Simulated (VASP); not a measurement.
Method: PBEsol GGA, VASP's PBE PAW potentials (set 64) (plane waves; VASP).

Input for VASP

**INCAR**
```
SYSTEM = MnSe
PREC = Accurate
ENCUT = 300
EDIFF = 1E-6
NELM = 100
ALGO = Normal
LREAL = .FALSE.
LASPH = .TRUE.
ISMEAR = -1
SIGMA = 0.05
GGA = PS
LMAXMIX = 4
LWAVE = .FALSE.
LCHARG = .FALSE.
ISIF = 2
ISPIN = 2
MAGMOM = 4.0 0.0
LORBIT = 11
```

File POSCAR:
```
MnSe
1
    0.0000000000     2.9100000000     2.9100000000
    2.9100000000     0.0000000000     2.9100000000
    2.9100000000     2.9100000000     0.0000000000
Mn Se
1 1
Direct
  0.0000000000   0.0000000000   0.0000000000
  0.2500000000   0.2500000000   0.2500000000
```

### KPOINTS
```
Automatic
0
gamma
  8 8 8
```

POTCAR, in this order: Mn_pv Se (PBE.64 set). Program: vasp_std.

The resulting files:

**OSZICAR**
```
       N       E                     dE             d eps       ncg     rms          rms(c)
DAV:   1     0.783607397912E+02    0.78361E+02   -0.84052E+03  2115   0.817E+02
DAV:   2    -0.113095508161E+02   -0.89670E+02   -0.85545E+02  1852   0.238E+02
DAV:   3    -0.148659577569E+02   -0.35564E+01   -0.35357E+01  2188   0.537E+01
DAV:   4    -0.148987169025E+02   -0.32759E-01   -0.32755E-01  1908   0.519E+00
DAV:   5    -0.148991958090E+02   -0.47891E-03   -0.47889E-03  2350   0.643E-01    0.939E+00
DAV:   6    -0.139689220908E+02    0.93027E+00   -0.95932E+00  1807   0.377E+01    0.966E+00
DAV:   7    -0.138944999521E+02    0.74422E-01   -0.10251E+00  1740   0.154E+01    0.518E+00
DAV:   8    -0.138954266513E+02   -0.92670E-03   -0.40933E-02  1985   0.182E+00    0.271E+00
DAV:   9    -0.138874449821E+02    0.79817E-02   -0.25149E-02  1943   0.157E+00    0.370E-01
DAV:  10    -0.138890056776E+02   -0.15607E-02   -0.49044E-03  1817   0.714E-01    0.176E-01
DAV:  11    -0.138893061393E+02   -0.30046E-03   -0.59720E-04  2007   0.197E-01    0.807E-02
DAV:  12    -0.138893412608E+02   -0.35121E-04   -0.11909E-04  1845   0.102E-01    0.533E-02
DAV:  13    -0.138893477329E+02   -0.64722E-05   -0.11174E-05  1922   0.433E-02    0.342E-02
DAV:  14    -0.138893555352E+02   -0.78022E-05   -0.88901E-06  1908   0.262E-02    0.713E-03
DAV:  15    -0.138893567564E+02   -0.12212E-05   -0.94573E-07  1663   0.102E-02    0.210E-03
DAV:  16    -0.138893567476E+02    0.87703E-08   -0.14732E-07  1066   0.335E-03
   1 F= -.13889357E+02 E0= -.13885440E+02  d E =-.783420E-02  mag=     4.8718
```

File OUTCAR:
```
------------------------ aborting loop because EDIFF is reached ----------------------------------------
  FORCE on cell =-STRESS in cart. coord.  units (eV):
  Direction    XX          YY          ZZ          XY          YZ          ZX
  --------------------------------------------------------------------------------------
  Total       -0.1196886     -0.1196886     -0.1196886      0.0000000     -0.0000000     -0.0000000
  in kB       -3.8909391     -3.8909391     -3.8909391      0.0000000     -0.0000000     -0.0000000
  external PRESSURE =      -3.8909391 kB  Pullay stress =       0.0000000 kB
  volume of cell :       49.28
      direct lattice vectors                 reciprocal lattice vectors
     0.000000000  2.910000000  2.910000000    -0.171821306  0.171821306  0.171821306
     2.910000000  0.000000000  2.910000000     0.171821306 -0.171821306  0.171821306
     2.910000000  2.910000000  0.000000000     0.171821306  0.171821306 -0.171821306
 POSITION                                       TOTAL-FORCE (eV/Angst)
 -----------------------------------------------------------------------------------
      0.00000      0.00000      0.00000        -0.000000     -0.000000     -0.000000
      1.45500      1.45500      1.45500         0.000000      0.000000      0.000000
 -----------------------------------------------------------------------------------
    total drift:                               -0.000002     -0.000002     -0.000003
  FREE ENERGIE OF THE ION-ELECTRON SYSTEM (eV)
  ---------------------------------------------------
  free  energy   TOTEN  =       -13.8893567476 eV

  energy  without entropy=      -13.8815225501  energy(sigma->0) =      -13.88543965

 total charge

# of ion       s       p       d       tot
------------------------------------------
    1        0.271   6.209   4.903  11.383
    2        1.436   2.439   0.032   3.906
--------------------------------------------------
tot          1.707   8.648   4.934  15.289

 magnetization (x)

# of ion       s       p       d       tot
------------------------------------------
    1        0.054   0.067   4.169   4.290
    2        0.010   0.049   0.021   0.080
--------------------------------------------------
tot          0.064   0.116   4.190   4.370
```
(Selected blocks of OUTCAR.)

At this cut-off the stress carries a Pulay error, which pulls relaxed volumes low. The moments were started parallel, and other spin orders were not tried in this run.

The structure comes from a measured MnSe entry of the Crystallography Open Database, whose conditions weren't checked. The cell was not relaxed at this level.
